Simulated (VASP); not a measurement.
Data:

```yaml
crystal:
  lattice:
    - [4.48701, 0.00000, 0.00000]
    - [0.00000, 4.48701, 0.00000]
    - [0.00000, 0.00000, 3.15499]
  atoms:
    - { symbol: Ir, position: [0.00000, 0.00000, 0.00000] }
    - { symbol: Ir, position: [0.50000, 0.50000, 0.50000] }
    - { symbol: O, position: [0.30853, 0.30853, 0.00000] }
    - { symbol: O, position: [0.80853, 0.19147, 0.50000] }
    - { symbol: O, position: [0.19147, 0.80853, 0.50000] }
    - { symbol: O, position: [0.69147, 0.69147, 0.00000] }
```

These are AM05 GGA, VASP's PBE PAW potentials (set 64) (plane waves; VASP) values and carry that method's errors. Run with 520 eV cut-off, 8×8×11 Γ-centred mesh, tetrahedra with Blöchl corrections, potentials Ir O.

Unless said otherwise, spin-orbit coupling is left out, though it shifts the bands of the heavy elements here.

**Question.** Estimate the energy per atom (σ→0), band gap (on the k-mesh) with the smallest direct gap where there is one.

**Answer.** 
```
Quantity                                                     Value
------------------------  ----------------------------------------
band gap (on the k-mesh)  none (metal, semimetal or under 0.01 eV)
energy per atom (σ→0)                       -711.0 kJ/mol of atoms
```

The absolute energy has meaning only against runs of the same code, potentials and settings.

The compound is IrO2 in the rutile structure. It was relaxed first.
